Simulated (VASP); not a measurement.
Wanted: the native input for a VASP 6.6.1 run.

```
Task                               : single point
Functional                         : PBE0
Potentials or basis                : VASP PAW PBE potentials, release 64 (F_s, Si, Cl, Br)
Cutoff                             : 400 eV
k mesh                             : 1 × 1 × 1
Occupations                        : gaussian, width 0.01 eV
Spin                               : no spin polarisation
Grid for exact exchange (PRECFOCK) : Fast
Exchange at q = 0                  : default
Further INCAR settings             : ALGO = Normal; EDIFF = 1e-06; NBANDS = 24
```

F2SiClBr, in a box:

```
F Si Cl Br
1.0
    12.00000    0.00000    0.00000
     0.00000   12.00000    0.00000
     0.00000    0.00000   12.00000
F Si Cl Br
2 1 1 1
Direct
  0.60641 0.37906 0.50934
  0.44097 0.45195 0.61884
  0.49972 0.45466 0.50181
  0.39575 0.39141 0.38682
  0.54899 0.62444 0.46323
```

The input as run:

POSCAR

```
SiBrClF2
1.0
   12.0000000000      0.0000000000      0.0000000000
    0.0000000000     12.0000000000      0.0000000000
    0.0000000000      0.0000000000     12.0000000000
F Si Cl Br
2 1 1 1
Direct
    0.6064125000      0.3790625000      0.5093416700
    0.4409708300      0.4519458300      0.6188416700
    0.4997208300      0.4546625000      0.5018083300
    0.3957541700      0.3914125000      0.3868250000
    0.5489875000      0.6244375000      0.4632333300
```

INCAR.step1

```
SYSTEM = SiBrClF2
PREC = Accurate ; ENCUT = 400
EDIFF = 1E-5 ; ISMEAR = 0
SIGMA = 0.01 ; LREAL = .False.
LASPH = .True. ; NELM = 100
ALGO = Normal ; ISIF = 2
LWAVE = .True. ; NBANDS = 24
GGA = PE
```

INCAR.step2

```
SYSTEM = SiBrClF2
PREC = Accurate ; ENCUT = 400
EDIFF = 1E-6 ; ISMEAR = 0
SIGMA = 0.01 ; LREAL = .False.
LASPH = .True. ; NELM = 100
ALGO = Normal ; ISIF = 2
LWAVE = .False. ; LCHARG = .True.
GGA = PE ; LHFCALC = .True.
AEXX = 0.25 ; PRECFOCK = Fast
LELF = .True. ; LVHAR = .True.
LVACPOTAV = .True. ; NBANDS = 24
ISTART = 1
```

KPOINTS

```
regular mesh
0
Gamma
  1 1 1
  0 0 0
```

Potentials or basis: VASP PAW PBE potentials, release 64 (F_s, Si, Cl, Br).

Run with:

```sh
$ cat potpaw_PBE.64/F_s/POTCAR potpaw_PBE.64/Si/POTCAR potpaw_PBE.64/Cl/POTCAR potpaw_PBE.64/Br/POTCAR > POTCAR
$ cp INCAR.step1 INCAR
$ mpirun -np 1 vasp_gam > vasp.out
$ cp INCAR.step2 INCAR
$ mpirun -np 1 vasp_gam > vasp.out
```

It gave:

- Largest force: 0.721 eV/Å
- Gap between the frontier levels: 8.48 eV

Caveat: the PAW data sets were made with another functional, which shifts forces and pressure a little.

Wall time 2.1 min on 1 thread of Intel(R) Xeon(R) 6975P-C (Granite Rapids), with other jobs on the host, peak memory 0.99 GiB.
